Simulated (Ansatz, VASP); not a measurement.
## Ge (Germanium) in two plane-wave programs

One calculation is typed for both programs; each brings its own data sets. How far apart do they land? The cell is taken from a series of runs on this material, whose earlier steps may have relaxed, scaled, displaced or heated it; both programs get it as it stands.

Program: Ansatz 0.2.0. Level of theory: plane waves, with VASP 6.6.1 beside it; zone-centre phonons at LDA. Results are calculated unless marked as measured.

### Step 1. Starting point

It takes space group I4_1/amd (No. 141, tetragonal). Conventional cell: a = 3.945 Å, b = 3.945 Å, c = 5.790 Å, α = 90.00°, β = 90.00°, γ = 90.00°. Nearest to Ge lie 4 Ge at 2.45 Å.

Coordinates:

```xyz
2
Lattice="0.0000 2.7892 2.8951 2.7892 0.0000 2.8951 2.7892 2.7892 0.0000" Properties=species:S:1:pos:R:3 pbc="T T T"
Ge    2.7890    2.7890    2.8950
Ge    4.1841    4.1841    4.3427
```

### Step 2. VASP: zone-centre phonons, LDA

Second derivatives magnify differences that forces hide, and they need a tight electronic threshold.

Lines of VASP's logs that name or quote its potential files are left out, and so is its time.

File INCAR:

```
SYSTEM = Ge
PREC = Accurate
ENCUT = 500
EDIFF = 1E-08
NELM = 120
ISMEAR = 0
SIGMA = 0.015
LREAL = .FALSE.
ALGO = Normal
GGA = CA
NBANDS = 20
LORBIT = 11
LWAVE = .FALSE.
LCHARG = .FALSE.
ISIF = 2
ISYM = 2
IBRION = 8
LASPH = .TRUE.
GGA_COMPAT = .FALSE.
KPAR = 2
```

File POSCAR:

```
Ge
1.0
    0.0000000000      2.7892209429      2.8950649524
    2.7892209429      0.0000000000      2.8950649524
    2.7892209429      2.7892209429      0.0000000000
Ge
2
Direct
    0.4999891699      0.4999891699      0.4999296868
    0.7500108301      0.7500108301      0.7500703132
```

File KPOINTS:

```
Points of the shifted mesh
1728
Reciprocal
 0.0416666667  0.0416666667  0.0416666667 1
 0.0416666667  0.0416666667  0.1250000000 1
 0.0416666667  0.0416666667  0.2083333333 1
 0.0416666667  0.0416666667  0.2916666667 1
 0.0416666667  0.0416666667  0.3750000000 1
 0.0416666667  0.0416666667  0.4583333333 1
 0.0416666667  0.0416666667  0.5416666667 1
 0.0416666667  0.0416666667  0.6250000000 1
 0.0416666667  0.0416666667  0.7083333333 1
 0.0416666667  0.0416666667  0.7916666667 1
 0.0416666667  0.0416666667  0.8750000000 1
 0.0416666667  0.0416666667  0.9583333333 1
 0.0416666667  0.1250000000  0.0416666667 1
 0.0416666667  0.1250000000  0.1250000000 1
 0.0416666667  0.1250000000  0.2083333333 1
 0.0416666667  0.1250000000  0.2916666667 1
 0.0416666667  0.1250000000  0.3750000000 1
 0.0416666667  0.1250000000  0.4583333333 1
 0.0416666667  0.1250000000  0.5416666667 1
 0.0416666667  0.1250000000  0.6250000000 1
 0.0416666667  0.1250000000  0.7083333333 1
 0.0416666667  0.1250000000  0.7916666667 1
 0.0416666667  0.1250000000  0.8750000000 1
 0.0416666667  0.1250000000  0.9583333333 1
 0.0416666667  0.2083333333  0.0416666667 1
 0.0416666667  0.2083333333  0.1250000000 1
 0.0416666667  0.2083333333  0.2083333333 1
 0.0416666667  0.2083333333  0.2916666667 1
 0.0416666667  0.2083333333  0.3750000000 1
 0.0416666667  0.2083333333  0.4583333333 1
 0.0416666667  0.2083333333  0.5416666667 1
 0.0416666667  0.2083333333  0.6250000000 1
 0.0416666667  0.2083333333  0.7083333333 1
 0.0416666667  0.2083333333  0.7916666667 1
 0.0416666667  0.2083333333  0.8750000000 1
 0.0416666667  0.2083333333  0.9583333333 1
 0.0416666667  0.2916666667  0.0416666667 1
 0.0416666667  0.2916666667  0.1250000000 1
 0.0416666667  0.2916666667  0.2083333333 1
 0.0416666667  0.2916666667  0.2916666667 1
 0.0416666667  0.2916666667  0.3750000000 1
 0.0416666667  0.2916666667  0.4583333333 1
 0.0416666667  0.2916666667  0.5416666667 1
 0.0416666667  0.2916666667  0.6250000000 1
 0.0416666667  0.2916666667  0.7083333333 1
 0.0416666667  0.2916666667  0.7916666667 1
 0.0416666667  0.2916666667  0.8750000000 1
 0.0416666667  0.2916666667  0.9583333333 1
 0.0416666667  0.3750000000  0.0416666667 1
 0.0416666667  0.3750000000  0.1250000000 1
 0.0416666667  0.3750000000  0.2083333333 1
 0.0416666667  0.3750000000  0.2916666667 1
 0.0416666667  0.3750000000  0.3750000000 1
 0.0416666667  0.3750000000  0.4583333333 1
 0.0416666667  0.3750000000  0.5416666667 1
 0.0416666667  0.3750000000  0.6250000000 1
 0.0416666667  0.3750000000  0.7083333333 1
 0.0416666667  0.3750000000  0.7916666667 1
 0.0416666667  0.3750000000  0.8750000000 1
 0.0416666667  0.3750000000  0.9583333333 1
 0.0416666667  0.4583333333  0.0416666667 1
 0.0416666667  0.4583333333  0.1250000000 1
 0.0416666667  0.4583333333  0.2083333333 1
 0.0416666667  0.4583333333  0.2916666667 1
 0.0416666667  0.4583333333  0.3750000000 1
 0.0416666667  0.4583333333  0.4583333333 1
 0.0416666667  0.4583333333  0.5416666667 1
 0.0416666667  0.4583333333  0.6250000000 1
 0.0416666667  0.4583333333  0.7083333333 1
 0.0416666667  0.4583333333  0.7916666667 1
 0.0416666667  0.4583333333  0.8750000000 1
 0.0416666667  0.4583333333  0.9583333333 1
 0.0416666667  0.5416666667  0.0416666667 1
 0.0416666667  0.5416666667  0.1250000000 1
 0.0416666667  0.5416666667  0.2083333333 1
 0.0416666667  0.5416666667  0.2916666667 1
 0.0416666667  0.5416666667  0.3750000000 1
 0.0416666667  0.5416666667  0.4583333333 1
 0.0416666667  0.5416666667  0.5416666667 1
 0.0416666667  0.5416666667  0.6250000000 1
 0.0416666667  0.5416666667  0.7083333333 1
 0.0416666667  0.5416666667  0.7916666667 1
 0.0416666667  0.5416666667  0.8750000000 1
 0.0416666667  0.5416666667  0.9583333333 1
 0.0416666667  0.6250000000  0.0416666667 1
 0.0416666667  0.6250000000  0.1250000000 1
 0.0416666667  0.6250000000  0.2083333333 1
 0.0416666667  0.6250000000  0.2916666667 1
 0.0416666667  0.6250000000  0.3750000000 1
 0.0416666667  0.6250000000  0.4583333333 1
 0.0416666667  0.6250000000  0.5416666667 1
 0.0416666667  0.6250000000  0.6250000000 1
 0.0416666667  0.6250000000  0.7083333333 1
 0.0416666667  0.6250000000  0.7916666667 1
 0.0416666667  0.6250000000  0.8750000000 1
 0.0416666667  0.6250000000  0.9583333333 1
 0.0416666667  0.7083333333  0.0416666667 1
 0.0416666667  0.7083333333  0.1250000000 1
 0.0416666667  0.7083333333  0.2083333333 1
 0.0416666667  0.7083333333  0.2916666667 1
 0.0416666667  0.7083333333  0.3750000000 1
 0.0416666667  0.7083333333  0.4583333333 1
 0.0416666667  0.7083333333  0.5416666667 1
 0.0416666667  0.7083333333  0.6250000000 1
 0.0416666667  0.7083333333  0.7083333333 1
 0.0416666667  0.7083333333  0.7916666667 1
 0.0416666667  0.7083333333  0.8750000000 1
 0.0416666667  0.7083333333  0.9583333333 1
 0.0416666667  0.7916666667  0.0416666667 1
 0.0416666667  0.7916666667  0.1250000000 1
 0.0416666667  0.7916666667  0.2083333333 1
 0.0416666667  0.7916666667  0.2916666667 1
[... 1390 lines left out ...]
 0.8750000000  0.4583333333  0.1250000000 1
 0.8750000000  0.4583333333  0.2083333333 1
 0.8750000000  0.4583333333  0.2916666667 1
 0.8750000000  0.4583333333  0.3750000000 1
 0.8750000000  0.4583333333  0.4583333333 1
 0.8750000000  0.4583333333  0.5416666667 1
 0.8750000000  0.4583333333  0.6250000000 1
 0.8750000000  0.4583333333  0.7083333333 1
 0.8750000000  0.4583333333  0.7916666667 1
 0.8750000000  0.4583333333  0.8750000000 1
 0.8750000000  0.4583333333  0.9583333333 1
 0.8750000000  0.5416666667  0.0416666667 1
 0.8750000000  0.5416666667  0.1250000000 1
 0.8750000000  0.5416666667  0.2083333333 1
 0.8750000000  0.5416666667  0.2916666667 1
 0.8750000000  0.5416666667  0.3750000000 1
 0.8750000000  0.5416666667  0.4583333333 1
 0.8750000000  0.5416666667  0.5416666667 1
 0.8750000000  0.5416666667  0.6250000000 1
 0.8750000000  0.5416666667  0.7083333333 1
 0.8750000000  0.5416666667  0.7916666667 1
 0.8750000000  0.5416666667  0.8750000000 1
 0.8750000000  0.5416666667  0.9583333333 1
 0.8750000000  0.6250000000  0.0416666667 1
 0.8750000000  0.6250000000  0.1250000000 1
 0.8750000000  0.6250000000  0.2083333333 1
 0.8750000000  0.6250000000  0.2916666667 1
 0.8750000000  0.6250000000  0.3750000000 1
 0.8750000000  0.6250000000  0.4583333333 1
 0.8750000000  0.6250000000  0.5416666667 1
 0.8750000000  0.6250000000  0.6250000000 1
 0.8750000000  0.6250000000  0.7083333333 1
 0.8750000000  0.6250000000  0.7916666667 1
 0.8750000000  0.6250000000  0.8750000000 1
 0.8750000000  0.6250000000  0.9583333333 1
 0.8750000000  0.7083333333  0.0416666667 1
 0.8750000000  0.7083333333  0.1250000000 1
 0.8750000000  0.7083333333  0.2083333333 1
 0.8750000000  0.7083333333  0.2916666667 1
 0.8750000000  0.7083333333  0.3750000000 1
 0.8750000000  0.7083333333  0.4583333333 1
 0.8750000000  0.7083333333  0.5416666667 1
 0.8750000000  0.7083333333  0.6250000000 1
 0.8750000000  0.7083333333  0.7083333333 1
 0.8750000000  0.7083333333  0.7916666667 1
 0.8750000000  0.7083333333  0.8750000000 1
 0.8750000000  0.7083333333  0.9583333333 1
 0.8750000000  0.7916666667  0.0416666667 1
 0.8750000000  0.7916666667  0.1250000000 1
 0.8750000000  0.7916666667  0.2083333333 1
 0.8750000000  0.7916666667  0.2916666667 1
 0.8750000000  0.7916666667  0.3750000000 1
 0.8750000000  0.7916666667  0.4583333333 1
 0.8750000000  0.7916666667  0.5416666667 1
 0.8750000000  0.7916666667  0.6250000000 1
 0.8750000000  0.7916666667  0.7083333333 1
 0.8750000000  0.7916666667  0.7916666667 1
 0.8750000000  0.7916666667  0.8750000000 1
 0.8750000000  0.7916666667  0.9583333333 1
 0.8750000000  0.8750000000  0.0416666667 1
 0.8750000000  0.8750000000  0.1250000000 1
 0.8750000000  0.8750000000  0.2083333333 1
 0.8750000000  0.8750000000  0.2916666667 1
 0.8750000000  0.8750000000  0.3750000000 1
 0.8750000000  0.8750000000  0.4583333333 1
 0.8750000000  0.8750000000  0.5416666667 1
 0.8750000000  0.8750000000  0.6250000000 1
 0.8750000000  0.8750000000  0.7083333333 1
 0.8750000000  0.8750000000  0.7916666667 1
 0.8750000000  0.8750000000  0.8750000000 1
 0.8750000000  0.8750000000  0.9583333333 1
 0.8750000000  0.9583333333  0.0416666667 1
 0.8750000000  0.9583333333  0.1250000000 1
 0.8750000000  0.9583333333  0.2083333333 1
 0.8750000000  0.9583333333  0.2916666667 1
 0.8750000000  0.9583333333  0.3750000000 1
 0.8750000000  0.9583333333  0.4583333333 1
 0.8750000000  0.9583333333  0.5416666667 1
 0.8750000000  0.9583333333  0.6250000000 1
 0.8750000000  0.9583333333  0.7083333333 1
 0.8750000000  0.9583333333  0.7916666667 1
 0.8750000000  0.9583333333  0.8750000000 1
 0.8750000000  0.9583333333  0.9583333333 1
 0.9583333333  0.0416666667  0.0416666667 1
 0.9583333333  0.0416666667  0.1250000000 1
 0.9583333333  0.0416666667  0.2083333333 1
 0.9583333333  0.0416666667  0.2916666667 1
 0.9583333333  0.0416666667  0.3750000000 1
 0.9583333333  0.0416666667  0.4583333333 1
 0.9583333333  0.0416666667  0.5416666667 1
 0.9583333333  0.0416666667  0.6250000000 1
 0.9583333333  0.0416666667  0.7083333333 1
 0.9583333333  0.0416666667  0.7916666667 1
 0.9583333333  0.0416666667  0.8750000000 1
 0.9583333333  0.0416666667  0.9583333333 1
 0.9583333333  0.1250000000  0.0416666667 1
 0.9583333333  0.1250000000  0.1250000000 1
 0.9583333333  0.1250000000  0.2083333333 1
 0.9583333333  0.1250000000  0.2916666667 1
 0.9583333333  0.1250000000  0.3750000000 1
 0.9583333333  0.1250000000  0.4583333333 1
 0.9583333333  0.1250000000  0.5416666667 1
 0.9583333333  0.1250000000  0.6250000000 1
 0.9583333333  0.1250000000  0.7083333333 1
 0.9583333333  0.1250000000  0.7916666667 1
 0.9583333333  0.1250000000  0.8750000000 1
 0.9583333333  0.1250000000  0.9583333333 1
 0.9583333333  0.2083333333  0.0416666667 1
 0.9583333333  0.2083333333  0.1250000000 1
 0.9583333333  0.2083333333  0.2083333333 1
 0.9583333333  0.2083333333  0.2916666667 1
 0.9583333333  0.2083333333  0.3750000000 1
 0.9583333333  0.2083333333  0.4583333333 1
 0.9583333333  0.2083333333  0.5416666667 1
 0.9583333333  0.2083333333  0.6250000000 1
 0.9583333333  0.2083333333  0.7083333333 1
 0.9583333333  0.2083333333  0.7916666667 1
 0.9583333333  0.2083333333  0.8750000000 1
 0.9583333333  0.2083333333  0.9583333333 1
 0.9583333333  0.2916666667  0.0416666667 1
 0.9583333333  0.2916666667  0.1250000000 1
 0.9583333333  0.2916666667  0.2083333333 1
 0.9583333333  0.2916666667  0.2916666667 1
 0.9583333333  0.2916666667  0.3750000000 1
 0.9583333333  0.2916666667  0.4583333333 1
 0.9583333333  0.2916666667  0.5416666667 1
 0.9583333333  0.2916666667  0.6250000000 1
 0.9583333333  0.2916666667  0.7083333333 1
 0.9583333333  0.2916666667  0.7916666667 1
 0.9583333333  0.2916666667  0.8750000000 1
 0.9583333333  0.2916666667  0.9583333333 1
 0.9583333333  0.3750000000  0.0416666667 1
 0.9583333333  0.3750000000  0.1250000000 1
 0.9583333333  0.3750000000  0.2083333333 1
 0.9583333333  0.3750000000  0.2916666667 1
 0.9583333333  0.3750000000  0.3750000000 1
 0.9583333333  0.3750000000  0.4583333333 1
 0.9583333333  0.3750000000  0.5416666667 1
 0.9583333333  0.3750000000  0.6250000000 1
 0.9583333333  0.3750000000  0.7083333333 1
 0.9583333333  0.3750000000  0.7916666667 1
 0.9583333333  0.3750000000  0.8750000000 1
 0.9583333333  0.3750000000  0.9583333333 1
 0.9583333333  0.4583333333  0.0416666667 1
 0.9583333333  0.4583333333  0.1250000000 1
 0.9583333333  0.4583333333  0.2083333333 1
 0.9583333333  0.4583333333  0.2916666667 1
 0.9583333333  0.4583333333  0.3750000000 1
 0.9583333333  0.4583333333  0.4583333333 1
 0.9583333333  0.4583333333  0.5416666667 1
 0.9583333333  0.4583333333  0.6250000000 1
 0.9583333333  0.4583333333  0.7083333333 1
 0.9583333333  0.4583333333  0.7916666667 1
 0.9583333333  0.4583333333  0.8750000000 1
 0.9583333333  0.4583333333  0.9583333333 1
 0.9583333333  0.5416666667  0.0416666667 1
 0.9583333333  0.5416666667  0.1250000000 1
 0.9583333333  0.5416666667  0.2083333333 1
 0.9583333333  0.5416666667  0.2916666667 1
 0.9583333333  0.5416666667  0.3750000000 1
 0.9583333333  0.5416666667  0.4583333333 1
 0.9583333333  0.5416666667  0.5416666667 1
 0.9583333333  0.5416666667  0.6250000000 1
 0.9583333333  0.5416666667  0.7083333333 1
 0.9583333333  0.5416666667  0.7916666667 1
 0.9583333333  0.5416666667  0.8750000000 1
 0.9583333333  0.5416666667  0.9583333333 1
 0.9583333333  0.6250000000  0.0416666667 1
 0.9583333333  0.6250000000  0.1250000000 1
 0.9583333333  0.6250000000  0.2083333333 1
 0.9583333333  0.6250000000  0.2916666667 1
 0.9583333333  0.6250000000  0.3750000000 1
 0.9583333333  0.6250000000  0.4583333333 1
 0.9583333333  0.6250000000  0.5416666667 1
 0.9583333333  0.6250000000  0.6250000000 1
 0.9583333333  0.6250000000  0.7083333333 1
 0.9583333333  0.6250000000  0.7916666667 1
 0.9583333333  0.6250000000  0.8750000000 1
 0.9583333333  0.6250000000  0.9583333333 1
 0.9583333333  0.7083333333  0.0416666667 1
 0.9583333333  0.7083333333  0.1250000000 1
 0.9583333333  0.7083333333  0.2083333333 1
 0.9583333333  0.7083333333  0.2916666667 1
 0.9583333333  0.7083333333  0.3750000000 1
 0.9583333333  0.7083333333  0.4583333333 1
 0.9583333333  0.7083333333  0.5416666667 1
 0.9583333333  0.7083333333  0.6250000000 1
 0.9583333333  0.7083333333  0.7083333333 1
 0.9583333333  0.7083333333  0.7916666667 1
 0.9583333333  0.7083333333  0.8750000000 1
 0.9583333333  0.7083333333  0.9583333333 1
 0.9583333333  0.7916666667  0.0416666667 1
 0.9583333333  0.7916666667  0.1250000000 1
 0.9583333333  0.7916666667  0.2083333333 1
 0.9583333333  0.7916666667  0.2916666667 1
 0.9583333333  0.7916666667  0.3750000000 1
 0.9583333333  0.7916666667  0.4583333333 1
 0.9583333333  0.7916666667  0.5416666667 1
 0.9583333333  0.7916666667  0.6250000000 1
 0.9583333333  0.7916666667  0.7083333333 1
 0.9583333333  0.7916666667  0.7916666667 1
 0.9583333333  0.7916666667  0.8750000000 1
 0.9583333333  0.7916666667  0.9583333333 1
 0.9583333333  0.8750000000  0.0416666667 1
 0.9583333333  0.8750000000  0.1250000000 1
 0.9583333333  0.8750000000  0.2083333333 1
 0.9583333333  0.8750000000  0.2916666667 1
 0.9583333333  0.8750000000  0.3750000000 1
 0.9583333333  0.8750000000  0.4583333333 1
 0.9583333333  0.8750000000  0.5416666667 1
 0.9583333333  0.8750000000  0.6250000000 1
 0.9583333333  0.8750000000  0.7083333333 1
 0.9583333333  0.8750000000  0.7916666667 1
 0.9583333333  0.8750000000  0.8750000000 1
 0.9583333333  0.8750000000  0.9583333333 1
 0.9583333333  0.9583333333  0.0416666667 1
 0.9583333333  0.9583333333  0.1250000000 1
 0.9583333333  0.9583333333  0.2083333333 1
 0.9583333333  0.9583333333  0.2916666667 1
 0.9583333333  0.9583333333  0.3750000000 1
 0.9583333333  0.9583333333  0.4583333333 1
 0.9583333333  0.9583333333  0.5416666667 1
 0.9583333333  0.9583333333  0.6250000000 1
 0.9583333333  0.9583333333  0.7083333333 1
 0.9583333333  0.9583333333  0.7916666667 1
 0.9583333333  0.9583333333  0.8750000000 1
 0.9583333333  0.9583333333  0.9583333333 1
```

PAW data sets: Ge_d (LDA family, release 64).

Run with:

```sh
$ mpirun -np 2 vasp_std
```

Numbers of over 12 decimals in the logs are rounded to 6 here.

The program printed:

```text
[banner, memory and clock lines left out]
running    2 mpi-ranks, on    1 nodes
 distrk:  each k-point on    1 cores,    2 groups
 distr:  one band on    1 cores,    1 groups

 POSCAR found type information on POSCAR Ge
 POSCAR found :  1 types and       2 ions
 LDA part: xc-table for (Slater(with rela. corr.)+CA(PZ))
 , standard interpolation
 POSCAR, INCAR and KPOINTS ok, starting setup
 FFT: planning ... GRIDC
 FFT: planning ... GRID_SOFT
 FFT: planning ... GRID
 WAVECAR not read
 entering main loop
       N       E                     dE             d eps       ncg     rms          rms(c)
DAV:   1     0.183218960975E+03    0.18322E+03   -0.14753E+04 74204   0.369E+03
DAV:   2     0.149564591991E+02   -0.16826E+03   -0.16375E+03 69228   0.582E+02
DAV:   3    -0.975994223945E+01   -0.24716E+02   -0.24543E+02 78100   0.144E+02
DAV:   4    -0.105437750733E+02   -0.78383E+00   -0.78328E+00 77684   0.301E+01
DAV:   5    -0.105565549678E+02   -0.12780E-01   -0.12779E-01 77488   0.417E+00    0.330E+00
DAV:   6    -0.104392157792E+02    0.11734E+00   -0.38288E-02 76800   0.171E+00    0.189E+00
DAV:   7    -0.103801719398E+02    0.59044E-01   -0.76991E-02 71892   0.209E+00    0.139E-01
DAV:   8    -0.103808458862E+02   -0.67395E-03   -0.55709E-03 78668   0.879E-01    0.479E-02
DAV:   9    -0.103808882383E+02   -0.42352E-04   -0.86946E-05 78992   0.960E-02    0.131E-02
DAV:  10    -0.103808846533E+02    0.35851E-05   -0.96810E-06 93988   0.465E-02    0.425E-03
DAV:  11    -0.103808845742E+02    0.79051E-07   -0.96652E-07 73516   0.854E-03    0.175E-03
DAV:  12    -0.103808845718E+02    0.23820E-08   -0.76670E-08 94168   0.366E-03
   1 F= -.10380885E+02 E0= -.10380877E+02  d E =-.159431E-04
 Linear response reoptimize wavefunctions to high precision
DAV:   1    -0.103808845713E+02    0.51568E-09   -0.39932E-09 62132   0.541E-04
DAV:   2    -0.103808845713E+02   -0.20918E-10   -0.23634E-10 44656   0.182E-04
 Linear response DOF=           2
 Linear response progress:
  Degree of freedom:   1/  2
       N       E                     dE             d eps       ncg     rms          rms(c)
RMM:   1    -0.188043518173E+00   -0.18804E+00    0.85687E+00 84620   0.449E+01
RMM:   2    -0.195512330502E+00   -0.74688E-02   -0.13397E-02111813   0.110E+00    0.730E-02
RMM:   3    -0.195559427012E+00   -0.47097E-04   -0.93666E-04118493   0.318E-01    0.419E-02
RMM:   4    -0.195497505044E+00    0.61922E-04   -0.64631E-05126635   0.823E-02    0.484E-03
RMM:   5    -0.195503972370E+00   -0.64673E-05   -0.44368E-06122075   0.191E-02    0.234E-03
RMM:   6    -0.195514728421E+00   -0.10756E-04   -0.24778E-07124210   0.524E-03    0.327E-04
RMM:   7    -0.195514074007E+00    0.65441E-06   -0.45256E-08127772   0.172E-03    0.208E-04
RMM:   8    -0.195513704459E+00    0.36955E-06   -0.73263E-09129642   0.596E-04    0.410E-05
RMM:   9    -0.195513542791E+00    0.16167E-06   -0.40961E-09128891   0.267E-04    0.166E-05
RMM:  10    -0.195513642841E+00   -0.10005E-06   -0.41743E-09129764   0.125E-04    0.535E-06
RMM:  11    -0.195513655028E+00   -0.12187E-07   -0.15626E-08131025   0.703E-05    0.274E-06
RMM:  12    -0.195513673633E+00   -0.18605E-07   -0.15511E-08135003   0.458E-05    0.166E-06
RMM:  13    -0.195513690151E+00   -0.16518E-07   -0.33624E-09139099   0.350E-05    0.194E-07
RMM:  14    -0.195513689055E+00    0.10958E-08   -0.81747E-10120119   0.292E-05    0.182E-07
 first order change of Fermi-energy   0.76300E+00
 force on displaced ion       1 direction 1 : -11.149   0.042  -0.168
 Linear response progress:
  Degree of freedom:   2/  2
       N       E                     dE             d eps       ncg     rms          rms(c)
RMM:   1    -0.188444819217E+00   -0.18844E+00    0.83170E+00 84726   0.444E+01
RMM:   2    -0.195902923379E+00   -0.74581E-02   -0.13272E-02111646   0.109E+00    0.775E-02
RMM:   3    -0.195953364365E+00   -0.50441E-04   -0.95443E-04118739   0.320E-01    0.443E-02
RMM:   4    -0.195901296594E+00    0.52068E-04   -0.65003E-05126776   0.833E-02    0.470E-03
RMM:   5    -0.195906732175E+00   -0.54356E-05   -0.45984E-06122297   0.195E-02    0.238E-03
RMM:   6    -0.195916542961E+00   -0.98108E-05   -0.24985E-07123471   0.528E-03    0.308E-04
RMM:   7    -0.195915824974E+00    0.71799E-06   -0.60258E-08127734   0.180E-03    0.200E-04
RMM:   8    -0.195915391726E+00    0.43325E-06   -0.48908E-09128753   0.630E-04    0.431E-05
RMM:   9    -0.195915278397E+00    0.11333E-06   -0.65174E-09129429   0.282E-04    0.191E-05
RMM:  10    -0.195915410890E+00   -0.13249E-06   -0.12148E-08129087   0.134E-04    0.606E-06
RMM:  11    -0.195915427451E+00   -0.16561E-07   -0.15082E-08131825   0.750E-05    0.313E-06
RMM:  12    -0.195915450992E+00   -0.23541E-07   -0.12046E-08132688   0.491E-05    0.137E-06
RMM:  13    -0.195915462319E+00   -0.11327E-07   -0.20602E-09131947   0.367E-05    0.233E-07
RMM:  14    -0.195915462465E+00   -0.14598E-09   -0.27422E-09116545   0.307E-05    0.250E-07
 first order change of Fermi-energy   0.30288E+01
 force on displaced ion       1 direction 3 :  -0.162  -0.162 -11.084
 Linear response finished
```

(Part 1 of 2 ends here.)

[Lines on the potential files, build, host, timing and source positions are cut from VASP's logs without a mark.]

[Logs are printed without paths, hosts, clocks, repeated set-up lines and the standing remarks that a program may print on its own settings, such as how far it seeks lower states.]

[Hosts, paths, dates, database ids (printed as entryN), source tags and the programs' standing remarks are cut or masked in the printed files.]
